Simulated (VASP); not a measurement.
Input:

```xyz
2
Lattice="0.0000 2.6375 2.6375 2.6777 -0.0402 2.6777 2.6777 2.6777 -0.0402" Properties=species:S:1:pos:R:3 pbc="T T T"
Zn     0.0000     0.0000     0.0000
S      1.3388     1.3188     1.3188
```

The numbers are results of PBEsol GGA, VASP's PBE PAW potentials (set 64) (plane waves; VASP), not measurements. Settings: 480 eV cut-off, 8×8×8 Γ-centred mesh, Gaussian smearing of 0.050 eV, potentials Zn S.

**Question.** Estimate the energy per atom (σ→0), band gap (on the k-mesh) with the smallest direct gap where there is one.

**Answer.** 
```yaml
band gap (on the k-mesh): 2.03 eV
smallest direct gap (on the k-mesh): 2.03 eV
energy per atom (σ→0): -3.790 eV/atom
```

Total energies compare only between runs with the same potentials, cut-off and functional.

The compound is ZnS in the zinc blende structure. This cell was strained or had an atom moved on purpose.
